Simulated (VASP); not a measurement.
A periodic (110) film of ZnS (zinc blende) under biaxial in-plane strain, normal axis and ions relaxed with LDA. Gaps from mBJ in VASP (PAW), over mesh and path in the film cell's folded zone.

```
strain (%)  gap (eV)
----------  --------
-1             3.909
+0             3.909
+1             3.802
```

Problem. Take the slope on the side of tension and predict the gap at +2 %.

Solution. The slope is -0.107 eV per cent, which gives 3.909 + (-0.107)(+2) = 3.70 eV. The run gave 3.68 eV, -0.02 eV from the line.

The compound is ZnS in the zinc blende structure.
